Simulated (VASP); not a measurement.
Input:

```
CELL_PARAMETERS angstrom
      1.75684    -3.04294     0.00000
      1.75684     3.04294     0.00000
      0.00000     0.00000     5.48465
ATOMIC_POSITIONS crystal
  Lu 0.33333 0.66667 0.25000
  Lu 0.66667 0.33333 0.75000
```

Calculation: PBE GGA, VASP's PBE PAW potentials (set 64) (plane waves; VASP). Run with 520 eV cut-off, Gaussian smearing of 0.050 eV, potentials Lu_3.

Question: Give the energies of bands 7 to 12 at the high-symmetry points, in eV from the Fermi level.

Answer: 
```
band      Γ      M      K      A      L      H
----  -----  -----  -----  -----  -----  -----
7     -6.04  -2.36  -0.99  -4.37  -2.10  -0.62
8     -2.39  -1.39  -0.99  -4.37  -2.10  -0.62
9      0.68  -0.82  -0.65   1.21   0.11  -0.46
10     2.19  -0.35  -0.62   1.21   0.11  -0.46
11     2.20   1.61   1.30   2.10   1.36   0.37
12     2.64   1.87   1.30   2.10   1.36   0.37
```

It has no gap at this level: it comes out as a metal or semimetal.

The compound is Lu in the hcp structure. It was relaxed first.
